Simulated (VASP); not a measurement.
# Cu3Sn: structure and properties in VASP, part 2 of 2

How well does AM05 reproduce what experiment finds for Cu3Sn? The cell is relaxed first, and properties follow on it. The start is a cell from a database of measured crystal structures.

VASP 6.6.1; AM05; plane waves and PAW (Cu, Sn_d).

So far. Step 4 (Density, ELF and potential (AM05)): In this run the pressure is 0.15 GPa, small enough to go on. Step 5 (Band structure (AM05)): There is no gap at this level. The relaxed cell has a, b, c = 4.266, 5.443, 4.728 Å (conventional setting).

### Step 6. Total and projected DOS (AM05) (continued)

The density of states has structure finer than the step of the table below, so its rows give means over 0.5 eV, whole bins alone (the curve runs from -12.0 to 3.27 eV). Peaks (eV: height): total -4.60: 16.0, -3.93: 32.7, -3.34: 29.4, -2.75: 33.5; Cu d -4.60: 10.9, -4.01: 27.5, -3.34: 26.5, -2.75: 31.6; Cu p -4.85: 0.430, -4.60: 0.537, -3.93: 0.943, 2.35: 0.462; Sn p -6.35: 0.548, -4.85: 0.840, -4.60: 1.08, -4.18: 0.577; Cu s -6.60: 0.785, -4.85: 0.628, -4.60: 0.626, 2.35: 0.582.

States under -12.0 eV and over 3.3 eV are left out. Density of states against energy, zero at the Fermi level; means over each step; values in states/eV/cell:

| energy (eV) | total | Cu d | Cu p | Sn p | Cu s | Sn s |
| --- | --- | --- | --- | --- | --- | --- |
| -11.5 | 0.205 | 2.2e-4 | 0.00215 | 0.00103 | 0.0529 | 0.0717 |
| -11.0 | 0.614 | 0.00282 | 0.0144 | 0.00653 | 0.144 | 0.219 |
| -10.5 | 1.00 | 0.00965 | 0.0394 | 0.0154 | 0.200 | 0.374 |
| -10.0 | 1.15 | 0.0214 | 0.0611 | 0.0215 | 0.190 | 0.450 |
| -9.5 | 1.35 | 0.0451 | 0.0879 | 0.0257 | 0.175 | 0.563 |
| -9.0 | 2.40 | 0.143 | 0.174 | 0.0348 | 0.213 | 1.08 |
| -8.5 | 1.25 | 0.117 | 0.0920 | 0.0129 | 0.0615 | 0.605 |
| -8.0 | 0.0423 | 0.00562 | 0.00286 | 3.7e-4 | 9.2e-4 | 0.0212 |
| -7.5 | 0.210 | 0.0136 | 0.0114 | 0.0302 | 0.0641 | 0.00694 |
| -7.0 | 1.34 | 0.140 | 0.0835 | 0.196 | 0.348 | 0.0601 |
| -6.5 | 3.17 | 0.513 | 0.202 | 0.469 | 0.693 | 0.150 |
| -6.0 | 2.30 | 0.585 | 0.143 | 0.317 | 0.390 | 0.117 |
| -5.5 | 2.98 | 1.05 | 0.182 | 0.391 | 0.393 | 0.0789 |
| -5.0 | 5.81 | 3.00 | 0.293 | 0.596 | 0.469 | 0.0458 |
| -4.5 | 11.9 | 8.47 | 0.372 | 0.650 | 0.364 | 0.0161 |
| -4.0 | 22.4 | 18.6 | 0.580 | 0.414 | 0.209 | 0.0269 |
| -3.5 | 23.2 | 20.6 | 0.448 | 0.319 | 0.0740 | 0.0203 |
| -3.0 | 27.5 | 25.7 | 0.254 | 0.144 | 0.0755 | 0.0273 |
| -2.5 | 23.3 | 21.9 | 0.254 | 0.147 | 0.127 | 0.0569 |
| -2.0 | 5.17 | 4.03 | 0.248 | 0.211 | 0.143 | 0.0663 |
| -1.5 | 3.80 | 2.38 | 0.309 | 0.297 | 0.160 | 0.0955 |
| -1.0 | 3.26 | 1.64 | 0.358 | 0.343 | 0.178 | 0.110 |
| -0.5 | 2.65 | 1.13 | 0.333 | 0.328 | 0.166 | 0.101 |
| 0.0 | 2.21 | 0.788 | 0.319 | 0.322 | 0.138 | 0.0881 |
| 0.5 | 1.68 | 0.532 | 0.257 | 0.266 | 0.104 | 0.0692 |
| 1.0 | 1.18 | 0.341 | 0.166 | 0.182 | 0.0978 | 0.0631 |
| 1.5 | 2.24 | 0.579 | 0.265 | 0.203 | 0.320 | 0.234 |
| 2.0 | 2.50 | 0.558 | 0.315 | 0.210 | 0.399 | 0.232 |
| 2.5 | 2.83 | 0.590 | 0.372 | 0.285 | 0.461 | 0.186 |
| 3.0 | 2.75 | 0.522 | 0.383 | 0.297 | 0.455 | 0.141 |

The finer mesh and the other smearing move the Fermi level by -0.01 eV from the 6×5×6 run, a small shift, which tests the Fermi level alone. Of the states within 0.3 eV of the Fermi level, the largest shares in the PAW spheres are Cu d 36 %, Sn p 15 % and Cu p 14 %. The rest lies in smaller channels or between the spheres.

### Step 7. Vibrations at Γ (AM05)

Zone-centre modes test whether the atoms sit at a minimum within this cell. IBRION = 8 takes the force constants from linear response, which needs tightly converged orbitals.

Contents of INCAR:

```
SYSTEM = Cu3Sn
PREC = Accurate
ENCUT = 400
EDIFF = 1E-08
NELM = 100
ISMEAR = 1
SIGMA = 0.2
LREAL = .FALSE.
ALGO = Normal
GGA = AM
NBANDS = 58
LASPH = .TRUE.
LORBIT = 11
LWAVE = .FALSE.
LCHARG = .FALSE.
KPAR = 4
IBRION = 8
ISIF = 2
```

Contents of POSCAR:

```
Cu3Sn
1.0
    4.2659436407      0.0000000000      0.0000000000
    0.0000000000      5.4434882120      0.0000000000
    0.0000000000      0.0000000000      4.7280877705
Cu Sn
6 2
Direct
    0.5000000000      0.0000000000      0.3039339253
    0.0000000000      0.5000000000      0.6960660747
    0.0000000000      0.2484963417      0.1575205400
    0.0000000000      0.7515036583      0.1575205400
    0.5000000000      0.7484963417      0.8424794600
    0.5000000000      0.2515036583      0.8424794600
    0.0000000000      0.0000000000      0.6599827050
    0.5000000000      0.5000000000      0.3400172950
```

Contents of KPOINTS:

```
Automatic mesh
0
Gamma
7 6 7
0 0 0
```

PAW data sets: Cu and Sn_d (PBE family, release 64).

Started as:

```bash
> mpirun -np 4 vasp_std
```

The job ended after 40 min (4 MPI ranks of Intel Xeon Platinum 8375C at 2.90GHz (Ice Lake), shared host; peak memory 4.7 GiB).

Energies printed during the response cycles are not total energies of the cell.

This step gave:

| Property | Result |
| --- | --- |
| bands | 58 |
| irreducible k-points | 64 |
| pressure of the cell | 0.1468 GPa |
| largest force of the cell | 0.03295 eV/Å |
| Fermi energy | 9.499 eV |

Modes at Γ, with each element's share of the kinetic energy:

| mode | frequency (cm⁻¹) | symmetry | Cu % | Sn % |
| --- | --- | --- | --- | --- |
| 1 | -2.1 | acoustic | 61 | 39 |
| 2 | -1.4 | acoustic | 62 | 38 |
| 3 | -0.6 | acoustic | 62 | 38 |
| 4 | 96.0 | Bg | 60 | 40 |
| 5 | 102.6 | Ag | 31 | 69 |
| 6 | 104.3 | Bg | 25 | 75 |
| 7 | 108.5 | Bu | 98 | 2 |
| 8 | 116.4 | Bg | 89 | 11 |
| 9 | 116.8 | Ag | 100 | 0 |
| 10 | 117.8 | Bu | 83 | 17 |
| 11 | 125.4 | Au | 100 | 0 |
| 12 | 127.1 | Bg | 100 | 0 |
| 13 | 144.4 | Bu | 74 | 26 |
| 14 | 146.1 | Ag | 100 | 0 |
| 15 | 158.3 | Bg | 96 | 4 |
| 16 | 164.3 | Bu | 79 | 21 |
| 17 | 171.2 | Bu | 100 | 0 |
| 18 | 175.7 | Bu | 59 | 41 |
| 19 | 179.8 | Bg | 100 | 0 |
| 20 | 184.8 | Bu | 56 | 44 |
| 21 | 187.5 | Bu | 66 | 34 |
| 22 | 193.5 | Bg | 55 | 45 |
| 23 | 200.9 | Ag | 69 | 31 |
| 24 | 228.3 | Bg | 75 | 25 |

Displacements in mode 4 (96.0 cm⁻¹), the largest set to 1:
```
Cu1  0.00 -1.00  0.00
Cu2  0.00  1.00  0.00
Cu3  0.00 -0.60 -0.43
Cu4  0.00 -0.60  0.43
Cu5  0.00  0.60 -0.43
Cu6  0.00  0.60  0.43
Sn7  0.00  0.86  0.00
Sn8  0.00 -0.86  0.00
```

Displacements in mode 18 (175.7 cm⁻¹), the largest set to 1:
```
Cu1 -0.35  0.00  0.00
Cu2 -0.35  0.00  0.00
Cu3  1.00  0.00  0.00
Cu4  1.00  0.00  0.00
Cu5  1.00  0.00  0.00
Cu6  1.00  0.00  0.00
Sn7 -0.89  0.00  0.00
Sn8 -0.89  0.00  0.00
```

The three acoustic modes lie within 2.1 cm⁻¹ of zero, and all others are real. By the characters of their eigenvectors the optical modes sort into (cm⁻¹) Raman active: Bg 96, Ag 103, Bg 104, Bg 116, Ag 117, Bg 127, Ag 146, Bg 158, Bg 180, Bg 193 and more; infrared active: Bu 109, Bu 118, Bu 144, Bu 164, Bu 171, Bu 176, Bu 185, Bu 187; silent: Au 125. B labels carry no number here, since it depends on the setting of the axes. With a centre of inversion no mode is active in both.

### Step 8. Outcome

```json
{
  "relaxed volume": "13.72 Å³/atom",
  "relaxed conventional cell a, b, c": "4.266, 5.443, 4.728 Å",
  "space group after relaxing, within 0.02 Å": "Pmmn (No. 59)",
  "band gap": "none, a metal",
  "DOS at the Fermi level": "2.29 states/eV/cell",
  "highest zone-centre mode": "228 cm⁻¹"
}
```

**Reading.** With AM05, Cu3Sn relaxes to 13.72 Å³/atom in space group Pmmn (held by the symmetry of the run) and comes out as a metal. Against the listed cell the volume lies -2.3 % (a -1.3 %, b -0.8 %, c -0.3 %). Band structure (AM05): Of the bands kept, 4 cross the Fermi level on this path. Vibrations at Γ (AM05): The highest mode in this list at Γ, 228.3 cm⁻¹, is mostly motion of Cu (75 % of the kinetic energy). Spin-orbit coupling is left out, and with elements this heavy it would split and shift bands near the Fermi level. The k-sampling is coarse for a metal, so the Fermi level, pressures and the shape of the cell carry errors. Modes at Γ alone can't show that the crystal is stable at other wave vectors. No search among competing phases was made, and a listed structure need not be the one stable at ambient conditions. All values are for a static lattice at zero temperature.

Calculation against experiment:

```
              quantity  measured            AM05
lattice constant a (Å)      4.34  4.266 (-1.7 %)
```

Measured values from arxiv:2206.07186 (2022).

How well it matches: The lattice constant a is off by -1.7 %: a clear miss. The grades are ours: good and fair within 0.7 and 1.5 % for the lattice constant a. For lattice constants the calculation has a static lattice, without zero-point motion or thermal expansion.

[Lines on the potential files, build, host, timing and source positions are cut from VASP's logs without a mark.]

[Logs are printed without paths, hosts, clocks, repeated set-up lines and the standing remarks that a program may print on its own settings, such as how far it seeks lower states.]

[Hosts, paths, dates, database ids (printed as entryN), source tags and the programs' standing remarks are cut or masked in the printed files.]

[A measured line is paired with the nearest computed mode of its activity, which favours agreement.]

[In band tables of VASP the shares of atoms and orbitals are scaled to a sum of 1 inside the atoms' spheres.]
